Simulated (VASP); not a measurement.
Here is a VASP 6.6.1 calculation.

Contents of INCAR:

```
SYSTEM = K3Ge
ALGO = Normal
EDIFF = 1E-7
EDIFFG = -0.02
ENCUT = 600
IBRION = 2
ISIF = 3
ISMEAR = 1
LASPH = .True.
LCHARG = .False.
LMIXTAU = .True.
LREAL = .False.
LWAVE = .False.
METAGGA = RSCAN
NELM = 80
NSW = 60
PREC = Accurate
SIGMA = 0.1
```

The input KPOINTS:

```
k-points
0
Gamma
  6 6 6
  0 0 0
```

Contents of POSCAR:

```
K3Ge
1.0
    0.0000000000      4.3110110000      4.3110110000
    4.3110110000      0.0000000000      4.3110110000
    4.3110110000      4.3110110000      0.0000000000
Ge K
1 3
Direct
    0.0000000000      0.0000000000      0.0000000000
    0.5000000000      0.5000000000      0.5000000000
    0.7500000000      0.7500000000      0.7500000000
    0.2500000000      0.2500000000      0.2500000000
```

Potentials or basis: VASP PAW PBE potentials, release 64 (Ge_d, K_sv).

Run with:

```sh
$ cat potpaw_PBE.64/Ge_d/POTCAR potpaw_PBE.64/K_sv/POTCAR > POTCAR
$ mpirun -np 1 vasp_std > vasp.out
```

**Question.** Predict the relaxed cell.

**Answer.** a = 6.004 Å, b = 6.004 Å, c = 6.004 Å, α = 60.00°, β = 60.00°, γ = 60.00°.

**Question.** Predict the band gap on the k mesh.

**Answer.** None (metal or under the smearing width).

The path:
```
step  energy change (eV)  largest force (eV/Å)  pressure (GPa)  volume (Å³)
   1              0.0000                0.0000           -0.32       160.24
   2             -0.0033                0.0000           -0.26       158.42
   3             -0.0059                0.0000            0.08       153.04
```

Caveat: the PAW data sets were made with another functional, which shifts forces and pressure a little.
